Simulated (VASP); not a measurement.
A cell of CdS (zinc blende) near equilibrium:

```
CELL_PARAMETERS angstrom
      0.00000     2.96052     2.96052
      2.96052     0.00000     2.96052
      2.96052     2.96052     0.00000
ATOMIC_POSITIONS crystal
  Cd 0.00000 0.00000 0.00000
  S  0.25000 0.25000 0.25000
```

All values below come from PBE GGA, VASP's PBE PAW potentials (set 64) (plane waves; VASP 6.6.1).

```tsv
run	ΔE (meV/atom)	σxx	σyy	σzz	largest shear component, with its sign (GPa)	gap (eV)
as it is	0.0	0.42	0.42	0.42	0.00	1.05
after one change	47.3	6.65	6.65	6.65	0.00	1.25
```
Stress is in GPa, positive when the cell is compressed; gaps are those on the k-mesh, and 0.00 means metallic.

Which change was made?
A) biaxial strain of +4.0 % in the yz plane
B) isotropic strain of -3.0 %
C) uniaxial strain of +0.5 % along x
D) uniaxial strain of -0.5 % along y

B, isotropic strain of -3.0 %

The compound is CdS in the zinc blende structure, a metastable form; wurtzite is the usual one.
